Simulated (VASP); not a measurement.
Computed with MS2 meta-GGA, VASP's PBE PAW potentials (set 64) (plane waves; VASP 6.6.1).

VASP input:

### KPOINTS
```
Automatic mesh
0
Gamma
9 9 9
0 0 0
```

### INCAR
```
! general
SYSTEM =AlN
PREC   =Accurate
ENCUT  =520
LREAL  =F
LASPH  =T   ! aspherical one-centre terms

! electronic loop
EDIFF  =1E-6   ! SCF stop (eV)
NELM   =100   ! most electronic steps
ALGO   =Normal   ! blocked Davidson
LMIXTAU=T

! smearing
ISMEAR =0   ! Gaussian
SIGMA  =0.05   ! width (eV)

! functional
METAGGA=MS2

! ions
IBRION =2   ! conjugate gradients
NSW    =60   ! most ionic steps
ISIF   =3
EDIFFG =-0.01

! output
LWAVE  =F
LCHARG =F
```

File POSCAR:
```
AlN
1
    0.0000000000     2.1900000000     2.1900000000
    2.1900000000     0.0000000000     2.1900000000
    2.1900000000     2.1900000000     0.0000000000
Al N
1 1
Direct
  0.0000000000   0.0000000000   0.0000000000
  0.2500000000   0.2500000000   0.2500000000
```

POTCAR, in this order: Al N (PBE.64 set). Program: vasp_std.

Task: What does the run give for the energy per atom (σ→0), volume per atom?

Result: 
The energy per atom (σ→0) is -10507 meV/atom. The volume per atom comes out as 10.38 Å³/atom.

**OSZICAR**
```
...
DAV:   3    -0.210144358792E+02   -0.29648E-03   -0.43822E-04   576   0.272E-01    0.344E-02
DAV:   4    -0.210143122120E+02    0.12367E-03   -0.18415E-04   576   0.179E-01    0.183E-02
DAV:   5    -0.210143411811E+02   -0.28969E-04   -0.34477E-04   560   0.235E-01    0.179E-02
DAV:   6    -0.210143940945E+02   -0.52913E-04   -0.10401E-04   560   0.129E-01    0.603E-03
DAV:   7    -0.210144067726E+02   -0.12678E-04   -0.30391E-06   648   0.209E-02    0.369E-03
DAV:   8    -0.210143973122E+02    0.94603E-05   -0.54201E-07   304   0.103E-02    0.150E-03
DAV:   9    -0.210143971130E+02    0.19921E-06   -0.18414E-07   280   0.548E-03
   3 F= -.21014397E+02 E0= -.21014397E+02  d E =-.189898E-02
```

The compound is AlN in the zinc blende structure, a metastable form; wurtzite is the usual one. This run relaxes it. Symmetry was kept, so distortions that lower it aren't found.
